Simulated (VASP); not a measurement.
Method: optB86b-vdW, VASP's PBE PAW potentials (set 64) (plane waves; VASP).

VASP ran on this input.

### POSCAR
```
PbTe
1
    0.0000000000     3.2188149677     3.2188149677
    3.2188149677     0.0000000000     3.2188149677
    3.2188149677     3.2188149677     0.0000000000
Te Pb
1 1
Direct
  0.5000000000   0.5000000000   0.5000000000
  0.0000000000   0.0000000000   0.0000000000
```

INCAR:
```
# general
SYSTEM    =  PbTe
PREC      =  Accurate
ENCUT     =  520
LREAL     =  .False.
LASPH     =  .True.

# electronic loop
EDIFF     =  1E-7
NELM      =  100
ALGO      =  Normal
LMAXMIX   =  4

# smearing
ISMEAR    =  0
SIGMA     =  0.05

# functional
GGA       =  MK
LUSE_VDW  =  .True.
AGGAC     =  0.0
PARAM1    =  0.1234
PARAM2    =  1.0

# ions
ISIF      =  2

# output
LWAVE     =  .False.
LCHARG    =  .False.
```

**KPOINTS**
```
Automatic mesh
0
Gamma
7 7 7
0 0 0
```

POTCAR, in this order: Te Pb_d (PBE.64 set). Program: vasp_std.

Output

File OUTCAR:
```
 ion  position               nearest neighbor table
   1  0.500  0.500  0.500-   2 3.22   2 3.22   2 3.22   2 3.22   2 3.22   2 3.22
   2  0.000  0.000  0.000-   1 3.22   1 3.22   1 3.22   1 3.22   1 3.22   1 3.22
  LATTYP: Found a face centered cubic cell.
 ALAT       =     6.4376299354
 Subroutine PRICEL returns:
 Original cell was already a primitive cell.
 Subroutine GETGRP returns: Found 48 space group operations
The static configuration has the point symmetry O_h .
The dynamic configuration has the point symmetry O_h .
 Subroutine INISYM returns: Found 48 space group operations
 Subroutine IBZKPT returns following result:
 Found     20 irreducible k-points:

 Following reciprocal coordinates:
            Coordinates               Weight
  0.000000  0.000000  0.000000      1.000000
  0.142857  0.000000  0.000000      8.000000
  0.285714  0.000000  0.000000      8.000000
  0.428571  0.000000  0.000000      8.000000
  0.142857  0.142857  0.000000      6.000000
  0.285714  0.142857  0.000000     24.000000
  0.428571  0.142857  0.000000     24.000000
 -0.428571  0.142857  0.000000     24.000000
 -0.285714  0.142857  0.000000     24.000000
 -0.142857  0.142857  0.000000     12.000000
  0.285714  0.285714  0.000000      6.000000
  0.428571  0.285714  0.000000     24.000000
 -0.428571  0.285714  0.000000     24.000000
 -0.285714  0.285714  0.000000     12.000000
  0.428571  0.428571  0.000000      6.000000
 -0.428571  0.428571  0.000000     12.000000
  0.428571  0.285714  0.142857     24.000000
 -0.428571  0.285714  0.142857     48.000000
 -0.428571  0.428571  0.142857     24.000000
 -0.285714  0.428571  0.142857     24.000000
   k-points           NKPTS =     20   k-points in BZ     NKDIM =     20   number of bands    NBANDS=     14
   number of dos      NEDOS =    301   number of ions     NIONS =      2
   total plane-waves  NPLWV =  46656
   dimension x,y,z NGX =    36 NGY =   36 NGZ =   36
...
```

### OSZICAR
```
       N       E                     dE             d eps       ncg     rms          rms(c)
DAV:   1     0.157512133041E+03    0.15751E+03   -0.92373E+03   560   0.137E+03
DAV:   2     0.947919809813E+01   -0.14803E+03   -0.14531E+03   572   0.339E+02
DAV:   3    -0.236677649473E+01   -0.11846E+02   -0.11344E+02   746   0.982E+01
DAV:   4    -0.268174009186E+01   -0.31496E+00   -0.31487E+00   674   0.194E+01
DAV:   5    -0.269089166210E+01   -0.91516E-02   -0.91515E-02   768   0.303E+00    0.337E+00
DAV:   6    -0.257167994919E+01    0.11921E+00   -0.29469E-01   748   0.436E+00    0.210E+00
DAV:   7    -0.256945916888E+01    0.22208E-02   -0.83715E-02   654   0.162E+00    0.911E-01
DAV:   8    -0.257131247189E+01   -0.18533E-02   -0.88586E-03   614   0.111E+00    0.149E-01
DAV:   9    -0.257132485849E+01   -0.12387E-04   -0.10269E-03   820   0.380E-01    0.517E-02
DAV:  10    -0.257135498849E+01   -0.30130E-04   -0.12295E-04   602   0.997E-02    0.228E-02
DAV:  11    -0.257136346312E+01   -0.84746E-05   -0.39247E-05   650   0.562E-02    0.167E-02
DAV:  12    -0.257136325123E+01    0.21189E-06   -0.24176E-06   704   0.127E-02    0.113E-02
DAV:  13    -0.257136282116E+01    0.43007E-06   -0.41451E-07   608   0.530E-03    0.431E-03
DAV:  14    -0.257136280321E+01    0.17951E-07   -0.46969E-07   564   0.698E-03
   1 F= -.25713628E+01 E0= -.25713628E+01  d E =-.330748E-16
```

File OUTCAR:
```
------------------------ aborting loop because EDIFF is reached ----------------------------------------
  FORCE on cell =-STRESS in cart. coord.  units (eV):
  Direction    XX          YY          ZZ          XY          YZ          ZX
  --------------------------------------------------------------------------------------
  Total        0.5754415      0.5754415      0.5754415      0.0000000      0.0000000      0.0000000
  in kB       13.8227280     13.8227280     13.8227280      0.0000000      0.0000000      0.0000000
  external PRESSURE =      13.8227280 kB  Pullay stress =       0.0000000 kB
  volume of cell :       66.70
      direct lattice vectors                 reciprocal lattice vectors
     0.000000000  3.218814968  3.218814968    -0.155336670  0.155336670  0.155336670
     3.218814968  0.000000000  3.218814968     0.155336670 -0.155336670  0.155336670
     3.218814968  3.218814968  0.000000000     0.155336670  0.155336670 -0.155336670
  FREE ENERGIE OF THE ION-ELECTRON SYSTEM (eV)
  ---------------------------------------------------
  free  energy   TOTEN  =        -2.5713628032 eV

  energy  without entropy=       -2.5713628032  energy(sigma->0) =       -2.57136280
```
(Selected blocks of OUTCAR.)

The compound is PbTe in the rock salt structure. This cell is one point of a volume scan, at 0.97 of the reference volume.
